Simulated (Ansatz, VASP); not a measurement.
# Zn2SbO3: VASP beside Ansatz

```xyz
6
Lattice="3.3230 0.0000 0.0000 0.0000 3.3230 0.0000 0.0000 0.0000 7.2828" Properties=species:S:1:pos:R:3 pbc="T T T"
Zn    0.0000    1.6615    5.3456
Zn    1.6615    0.0000    1.9372
Sb    0.0000    0.0000    0.0000
O     1.6615    1.6615    0.0000
O     0.0000    1.6615    2.7820
O     1.6615    0.0000    4.5008
```

Change from the starting cell: species swapped into the Hf2CuSb3 type (P-4m2, No. 115).

Alike in both runs: task single point; functional PBE; k mesh 6 × 6 × 4; occupations gaussian, width 0.1 eV; no spin polarisation.

|  | VASP | Ansatz |
| --- | --- | --- |
| version | VASP 6.6.1 | Ansatz 0.2.0 |
| potentials or method | VASP PAW PBE potentials, release 64 (Zn, Sb, O) | scalar-relativistic, plane waves, PAW |
| plane-wave cutoff (eV) | 520 | 420 |
| valence electrons in the cell | 47 | 57 |

Ansatz gave:

| Quantity | Value |
| --- | --- |
| gap on the k mesh at the Fermi level (eV) | none |
| pressure (GPa) | -0.2 |
| largest component of the traceless stress (GPa) | 4.26 |
| rms of the force components (eV/Å) | 1.834 |

Q: What did VASP give for the same quantities?

A: gap on the k mesh at the Fermi level (eV): none; pressure (GPa): -0.2; largest component of the traceless stress (GPa): 4.49; rms of the force components (eV/Å): 1.837.

Atom by atom the forces differ by 0.004 eV/Å (rms over components). A gap of «none» marks a metal or a gap that the smearing closes. The two sets of potentials don't hold the same shells in valence.

Caveats: an odd number of electrons without spin polarisation forces a metal; a magnetic or distorted state may lie lower. Spin-orbit coupling is left out, which matters for the levels of Sb.
